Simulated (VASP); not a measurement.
# ScMnS3 (Pm-3m) in VASP: single point with PBE

Aim: the single point of ScMnS3 with PBE.

Program: VASP 6.6.1. These are calculated values, not measurements. Logs are shortened: lines on timing, memory, paths and dates and some standing lists are left out, and cuts for length are marked.

## Step 1: Starting point

The structure is cubic, space group Pm-3m (No. 221). The conventional cell has a = 4.551 Å, b = 4.551 Å, c = 4.551 Å, α = 90.00°, β = 90.00°, γ = 90.00°. Sc (site symmetry m-3m) has 12 S at 3.22 Å as nearest neighbours. Mn (site symmetry m-3m) is surrounded by 6 S at 2.28 Å. Around S (site symmetry 4/mmm) lie 2 Mn at 2.28 Å.

The cell was built by a generator and needn't be a form met in nature.

## Step 2: Single point, PBE, collinear spin, typed start

INCAR

```
SYSTEM = ScMnS3
ALGO = Normal
EDIFF = 1E-7
ENCUT = 520
GGA = PE
ISIF = 2
ISMEAR = 0
ISPIN = 2
LASPH = .TRUE.
LCHARG = .FALSE.
LMAXMIX = 4
LORBIT = 11
LREAL = .FALSE.
LWAVE = .FALSE.
MAGMOM = 0 3.2 0 0 0
NBANDS = 33
NELM = 150
PREC = Accurate
SIGMA = 0.1
```

KPOINTS

```
k-points
0
G
  8 8 8
  0 0 0
```

POSCAR

```
ScMnS3
1.0
    4.5512438160      0.0000000000      0.0000000000
    0.0000000000      4.5512438160      0.0000000000
    0.0000000000      0.0000000000      4.5512438160
Sc Mn S
1 1 3
Direct
    0.5000000000      0.5000000000      0.5000000000
    0.0000000000      0.0000000000      0.0000000000
    0.5000000000      0.0000000000      0.0000000000
    0.0000000000      0.5000000000      0.0000000000
    0.0000000000      0.0000000000      0.5000000000
```

Potentials or basis: VASP PAW PBE potentials, release 64 (Sc_sv, Mn_pv, S).

Run with:

```sh
> cat potpaw_PBE.64/Sc_sv/POTCAR potpaw_PBE.64/Mn_pv/POTCAR potpaw_PBE.64/S/POTCAR > POTCAR
> mpirun -np 1 vasp_std > vasp.out
```

OUTCAR:

```text
SYSTEM = ScMnS3
   EDIFF = 1E-7
   ENCUT = 520
   GGA = PE
   ISIF = 2
   ISMEAR = 0
   ISPIN = 2
   LASPH = .TRUE.
   LORBIT = 11
   LREAL = .FALSE.
   NELM = 150
   PREC = Accurate

 ion  position               nearest neighbor table
   1  0.500  0.500  0.500-
   2  0.000  0.000  0.000-   3 2.28   4 2.28   5 2.28   5 2.28   4 2.28   3 2.28
   3  0.500  0.000  0.000-   2 2.28   2 2.28
   4  0.000  0.500  0.000-   2 2.28   2 2.28
   5  0.000  0.000  0.500-   2 2.28   2 2.28

  LATTYP: Found a simple cubic cell.
 ALAT       =     4.5512438160

  Lattice vectors:

 A1 = (   4.5512438160,   0.0000000000,   0.0000000000)
 A2 = (   0.0000000000,   4.5512438160,   0.0000000000)
 A3 = (   0.0000000000,   0.0000000000,   4.5512438160)

Analysis of symmetry for initial positions (statically):
=====================================================================
 Subroutine PRICEL returns:
 Original cell was already a primitive cell.

 Routine SETGRP: Setting up the symmetry group for a
 simple cubic supercell.

 Subroutine GETGRP returns: Found 48 space group operations
 (whereof 48 operations were pure point group operations)
 out of a pool of 48 trial point group operations.

The static configuration has the point symmetry O_h .

Analysis of symmetry for dynamics (positions and initial velocities):
=====================================================================
 Subroutine PRICEL returns:
 Original cell was already a primitive cell.

 Routine SETGRP: Setting up the symmetry group for a
 simple cubic supercell.

 Subroutine GETGRP returns: Found 48 space group operations
 (whereof 48 operations were pure point group operations)
 out of a pool of 48 trial point group operations.

The dynamic configuration has the point symmetry O_h .

Analysis of structural, dynamic, and magnetic symmetry:
=====================================================================
 Subroutine PRICEL returns:
 Original cell was already a primitive cell.

 Routine SETGRP: Setting up the symmetry group for a
 simple cubic supercell.

 Subroutine GETGRP returns: Found 48 space group operations
 (whereof 48 operations were pure point group operations)
 out of a pool of 48 trial point group operations.

The overall configuration has the point symmetry O_h .

 Subroutine INISYM returns: Found 48 space group operations
 (whereof 48 operations are pure point group operations),
 and found     1 'primitive' translations

----------------------------------------------------------------------------------------

                                     Primitive cell

  volume of cell :      94.2736

  direct lattice vectors                    reciprocal lattice vectors
     4.551243816  0.000000000  0.000000000     0.219720156  0.000000000  0.000000000
     0.000000000  4.551243816  0.000000000     0.000000000  0.219720156  0.000000000
     0.000000000  0.000000000  4.551243816     0.000000000  0.000000000  0.219720156

  length of vectors
     4.551243816  4.551243816  4.551243816     0.219720156  0.219720156  0.219720156

  position of ions in fractional coordinates (direct lattice)
     0.500000000  0.500000000  0.500000000
     0.000000000  0.000000000  0.000000000
     0.500000000  0.000000000  0.000000000
     0.000000000  0.500000000  0.000000000
     0.000000000  0.000000000  0.500000000

  ion indices of the primitive-cell ions
   primitive index   ion index
                 1           1
                 2           2
                 3           3
                 4           4
                 5           5

----------------------------------------------------------------------------------------

 KPOINTS: k-points

Automatic generation of k-mesh.
 Grid dimensions read from file:
 generate k-points for:    8    8    8

 Generating k-lattice:

  Cartesian coordinates                     Fractional coordinates (reciprocal lattice)
     0.027465019  0.000000000  0.000000000     0.125000000  0.000000000  0.000000000
     0.000000000  0.027465019  0.000000000     0.000000000  0.125000000  0.000000000
     0.000000000  0.000000000  0.027465019     0.000000000  0.000000000  0.125000000

  Length of vectors
     0.027465019  0.027465019  0.027465019

  Shift w.r.t. Gamma in fractional coordinates (k-lattice)
     0.000000000  0.000000000  0.000000000

 Subroutine IBZKPT returns following result:
 ===========================================

 Found     35 irreducible k-points:

 Following reciprocal coordinates:
            Coordinates               Weight
  0.000000  0.000000  0.000000      1.000000
  0.125000  0.000000  0.000000      6.000000
  0.250000  0.000000  0.000000      6.000000
  0.375000  0.000000  0.000000      6.000000
  0.500000  0.000000  0.000000      3.000000
  0.125000  0.125000  0.000000     12.000000
[... 16 lines left out ...]
  0.375000  0.375000  0.125000     24.000000
  0.500000  0.375000  0.125000     24.000000
 [... further k-points ...]
   k-points           NKPTS =     35   k-points in BZ     NKDIM =     35   number of bands    NBANDS=     33
   number of dos      NEDOS =    301   number of ions     NIONS =      5
   total plane-waves  NPLWV =  46656
   dimension x,y,z NGX =    36 NGY =   36 NGZ =   36
   dimension x,y,z NGXF=    72 NGYF=   72 NGZF=   72
   ions per type =               1   1   3
   NGX,Y,Z   is equivalent  to a cutoff of  13.15, 13.15, 13.15 a.u.
   NGXF,Y,Z  is equivalent  to a cutoff of  26.30, 26.30, 26.30 a.u.
 SYSTEM =  ScMnS3
   PREC   = accura    normal or accurate (medium, high low for compatibility)
   ISTART =      0    job   : 0-new  1-cont  2-samecut
   ICHARG =      2    charge: 1-file 2-atom 10-const
   ISPIN  =      2    spin polarized calculation?
   LNONCOLLINEAR =      F non collinear calculations
   LSORBIT =      F    spin-orbit coupling
   LASPH  =      T    aspherical Exc in radial PAW
   ENCUT  =  520.0 eV  38.22 Ry    6.18 a.u.   8.46  8.46  8.46*2*pi/ulx,y,z
   NELM   =    150;   NELMIN=  2; NELMDL= -5     # of ELM steps
   EDIFF  = 0.1E-06   stopping-criterion for ELM
   LREAL  =      F    real-space projection
   EDIFFG = 0.1E-05   stopping-criterion for IOM
   NSW    =      0    number of steps for IOM
   IBRION =     -1    ionic relax: 0-MD 1-quasi-New 2-CG
   NFREE  =      0    steps in history (QN), initial steepest desc. (CG)
   ISIF   =      2    stress and relaxation
   ISYM   =      2    0-nonsym 1-usesym 2-fastsym
   POTIM  = 0.5000    time-step for ionic-motion
   TEBEG  =    0.0;   TEEND  =   0.0 temperature during run
   PSTRESS=    0.0 pullay stress
   NELECT =      42.0000    total number of electrons
   NUPDOWN=      -1.0000    fix difference up-down
   EMIN   =  10.00;   EMAX   =-10.00  energy-range for DOS
   EFERMI =   0.00;   METHOD = LEGACY
   ISMEAR =     0;   SIGMA  =   0.10  broadening in eV -4-tet -1-fermi 0-gaus
   EFERMI_NEDOS =   21; number of points for ismear=-14 and -15
   IALGO  =     38    algorithm
   IMIX   =      4    mixing-type and parameters
     AMIX     =   0.40;   BMIX     =  1.00
     AMIX_MAG =   1.60;   BMIX_MAG =  1.00
  volume/ion in A,a.u.               =      18.85       127.24
  Fermi-wavevector in a.u.,A,eV,Ry     =   1.250339  2.362798 21.270640  1.563348
  Thomas-Fermi vector in A             =   2.384338
   LORBIT       =     11    0 simple, 1 ext, 2 COOP (PROOUT), +10 PAW based schemes
   GGA     = PE    functional components
   LHFCALC =     F    Hartree Fock is set to
   AEXX    =    0.0000 exact exchange contribution
   IVDW    =     0    specifies the selected vdW correction
   LEPSILON=     F    determine dielectric tensor
   LRPA    =     F    only Hartree local field effects (RPA)
 spin polarized calculation
 Gauss-broadening in eV      SIGMA  =   0.10
  energy-cutoff  :      520.00
  volume of cell :       94.27
 maximum number of plane-waves:      2560
 NGX is ok and might be reduce to    36
   NGX = 17   NGY = 17   NGZ = 17

 number of electron      42.0000025 magnetization       3.6770074

 Free energy of the ion-electron system (eV)
  ---------------------------------------------------
  ext. energy  EPLUGINS =         0.00000000
  ---------------------------------------------------
  free energy    TOTEN  =       -30.42672307 eV

  energy without entropy =      -30.41856470  energy(sigma->0) =      -30.42264388

 E-fermi :   5.8851     XC(G=0): -10.2893

 val. band max:        5.8766879754   @ k =   0.2500   0.1250   0.0000
 cond. band min:       5.8899513831   @ k =   0.5000   0.5000   0.3750
 fundamental gap:      0.0132634078
 Fermi energy:         5.8850815243

 spin component 1

 k-point     1 :       0.0000    0.0000    0.0000
  band No.  band energies     occupation
      1     -45.7459      1.00000
      2     -44.3546      1.00000
      3     -44.3546      1.00000
      4     -44.3546      1.00000
      5     -24.2843      1.00000
      6     -24.2843      1.00000
[... 853 lines left out ...]
     32      12.1264      0.00000
     33      12.7359      0.00000

 [... further k-points ...]

 spin component 2

 k-point     1 :       0.0000    0.0000    0.0000
  band No.  band energies     occupation
      1     -45.6667      1.00000
      2     -40.9160      1.00000
      3     -40.9160      1.00000
      4     -40.9160      1.00000
      5     -24.2025      1.00000
      6     -24.2025      1.00000
[... 853 lines left out ...]
     32      12.4462      0.00000
     33      12.9768      0.00000

 [... further k-points ...]

------------------------ aborting loop because EDIFF is reached ----------------------------------------

  FORCE on cell =-STRESS in cart. coord.  units (eV):
  Direction    XX          YY          ZZ          XY          YZ          ZX
  --------------------------------------------------------------------------------------
  -------------------------------------------------------------------------------------
  Total       -0.0182746     -0.0182746     -0.0182746      0.0000000      0.0000000     -0.0000000
  in kB       -0.3105756     -0.3105756     -0.3105756      0.0000000      0.0000000     -0.0000000
  external PRESSURE =      -0.3105756 kB  Pullay stress =       0.0000000 kB

 VOLUME and BASIS-vectors are now :
 -----------------------------------------------------------------------------
  energy-cutoff  :      520.00
  volume of cell :       94.27
      direct lattice vectors                 reciprocal lattice vectors
     4.551243816  0.000000000  0.000000000     0.219720156  0.000000000  0.000000000
     0.000000000  4.551243816  0.000000000     0.000000000  0.219720156  0.000000000
     0.000000000  0.000000000  4.551243816     0.000000000  0.000000000  0.219720156

 POSITION                                       TOTAL-FORCE (eV/Angst)
 -----------------------------------------------------------------------------------
      2.27562      2.27562      2.27562         0.000000      0.000000      0.000000
      0.00000      0.00000      0.00000         0.000000      0.000000      0.000000
      2.27562      0.00000      0.00000         0.000000      0.000000      0.000000
      0.00000      2.27562      0.00000         0.000000      0.000000      0.000000
      0.00000      0.00000      2.27562         0.000000      0.000000      0.000000
 -----------------------------------------------------------------------------------
    total drift:                                0.000000      0.000000      0.000000

  FREE ENERGIE OF THE ION-ELECTRON SYSTEM (eV)
  ---------------------------------------------------
  free  energy   TOTEN  =       -30.4267230732 eV

  energy  without entropy=      -30.4185646952  energy(sigma->0) =      -30.42264388

 total charge

# of ion       s       p       d       tot
------------------------------------------
    1        2.093   6.015   0.847   8.955
    2        0.312   6.346   5.089  11.747
    3        1.354   2.376   0.000   3.730
    4        1.354   2.376   0.000   3.730
    5        1.354   2.376   0.000   3.730
--------------------------------------------------
tot          6.466  19.489   5.936  31.891

 magnetization (x)

# of ion       s       p       d       tot
------------------------------------------
    1        0.008   0.005   0.082   0.095
    2        0.031   0.031   3.149   3.211
    3        0.009   0.016   0.000   0.024
    4        0.009   0.016   0.000   0.024
    5        0.009   0.016   0.000   0.024
--------------------------------------------------
tot          0.066   0.082   3.230   3.379
```

Wall time 4.1 min (1 thread of Intel Xeon Platinum 8488C (Sapphire Rapids), shared host); peak memory 0.35 GiB.

What came out:

| Property | Result |
| --- | --- |
| Free energy | -30.4267 eV |
| Pressure | 0.0 GPa |
| Band gap on the k mesh | none (metal or under the smearing width) |
| Net moment | 3.68 μB per cell |
| Site moments | Sc +0.10; Mn +3.21; S +0.02 μB |
| Valence electrons inside the program's atomic spheres | Sc 8.96; Mn 11.75; S 3.73 |

Levels at points of the mesh, in eV from the Fermi level:
Spin up:
```csv
k point,band 21,band 22,band 23,band 24,band 25,band 26
"(0.00, 0.00, 0.00)",-1.73,-0.78,-0.78,-0.78,0.17,0.17
"(0.50, 0.00, 0.00)",-1.37,-1.00,-1.00,0.02,0.37,0.62
"(0.50, 0.50, 0.00)",-1.32,-1.06,-0.51,0.67,0.73,1.42
"(0.50, 0.50, 0.50)",-0.02,-0.02,0.61,0.61,0.61,0.71
```
Spin down:
```tsv
k point	band 16	band 17	band 18	band 19	band 20	band 21	band 22	band 23
(0.00, 0.00, 0.00)	-1.60	-0.71	-0.71	-0.71	-0.54	-0.54	-0.54	-0.08
(0.50, 0.00, 0.00)	-3.36	-2.91	-1.28	-1.28	-0.23	0.47	0.66	0.71
(0.50, 0.50, 0.00)	-3.56	-2.82	-2.82	-0.38	0.54	0.64	0.90	0.90
(0.50, 0.50, 0.50)	-3.98	0.12	0.12	0.12	0.70	0.70	0.70	0.83
```

Caveat: a cell with one magnetic atom can't hold antiferromagnetic order, which such compounds often take; semilocal functionals often make such compounds metallic where correlation or magnetic order opens a gap, which also shifts bond lengths.
